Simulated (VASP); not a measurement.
A convergence study with VASP on HfC: one setting is varied, all else stays as given below, so the limit is that of these other settings.

```
CELL_PARAMETERS angstrom
      3.29738     0.00000     0.00000
     -3.29738     3.29738     0.00000
      0.00000     0.00000    20.99480
ATOMIC_POSITIONS crystal
  C  0.00000 0.00000 0.33342
  C  0.00000 0.50000 0.44447
  C  0.00000 0.00000 0.55553
  C  0.00000 0.50000 0.66658
  Hf 0.00000 0.00000 0.44447
  Hf 0.00000 0.50000 0.33342
  Hf 0.00000 0.00000 0.66658
  Hf 0.00000 0.50000 0.55553
```

Level of theory: LDA (Ceperley-Alder, Perdew-Zunger), VASP's LDA PAW potentials (set 64) (plane waves; VASP). The tightest run used: 400 eV cut-off, 19×19×1 Γ-centred mesh, Fermi-Dirac smearing of 0.10 eV, potentials C Hf_pv.

| setting | E (eV/atom) | largest force (eV/Å) | irreducible k-points |
|---|---|---|---|
| 3×3×1 mesh | -10.9909 | 1.807 | 3 |
| 4×4×1 mesh | -11.0186 | 1.881 | 6 |
| 5×5×1 mesh | -11.0268 | 1.840 | 6 |

**Question.** These are the cheaper rows. Estimate the results at 19×19×1 mesh, and how far the last row shown lies from them.

**Answer.** 
| quantity | tightest run | last row shown is off by |
|---|---|---|
| E (eV/atom) | -11.0255 | -0.0013 |
| largest force (eV/Å) | 1.817 | 0.023 |

Left out are rungs that failed or repeat a setting and relaxations that didn't move; long series are thinned to 24 rows.

The cell is a sheet or thin cut with vacuum, built from a generated structure.
